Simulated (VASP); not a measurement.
Here is the system:

```xyz
3
Lattice="1.7104 0.9875 6.4035 -1.7104 0.9875 6.4035 0.0000 -1.9750 6.4035" Properties=species:S:1:pos:R:3 pbc="T T T"
Ta     0.0000     0.0000     0.0003
Se     0.0000     0.0000     4.7360
Se     0.0000     0.0000     8.0771
```

Level of theory: PBEsol GGA, VASP's PBE PAW potentials (set 64) (plane waves; VASP). Settings: 400 eV cut-off, Gaussian smearing of 0.050 eV, potentials Ta_pv Se.

Without a dispersion term in the relaxation, distances and binding between the weakly bound layers, chains or molecules are unreliable, and so is what depends on them. Unless said otherwise, spin-orbit coupling is left out, though it shifts the bands of the heavy elements here.

Predict the band gap (along the path) with the smallest direct gap where there is one.

| Item | Value |
|---|---|
| band gap (along the path) | none (metal, semimetal or under 0.01 eV) |

Only differences to runs with the same potentials and settings are physical.

The structure comes from a computed database's TaSe2 entry (R3m); how it stands against other phases isn't given here. It was relaxed first, which changed the volume by -8 %. The electron count is odd and the run is not spin-polarised, which forces a metal.
